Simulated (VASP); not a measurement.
Energy against volume of BN (wurtzite). Computed with SCAN meta-GGA, VASP's PBE PAW potentials (set 64) (plane waves; VASP). Run with 520 eV cut-off, 10×10×5 Γ-centred mesh, Gaussian smearing of 0.050 eV, potentials B N.

Shape and ions are relaxed at each volume.

```tsv
V (Å³/atom)	E (eV/atom)
5.708	-9.74507
5.885	-9.75196
6.061	-9.74583
6.238	-9.72835
```

Task: Fit these four points and predict the energy of the run at 5.532 Å³/atom.

Result: A cubic in V^(−2/3), the third-order Birch-Murnaghan form, passes through the four points with V0 = 5.89 Å³/atom and B0 = 393 GPa, and gives -9.7232 eV/atom there. The run gave -9.7232 eV/atom, +0.0 meV/atom from the fit; all five points give B0 = 393 GPa.

The compound is BN in the wurtzite structure, a metastable high-pressure form. It was relaxed first.
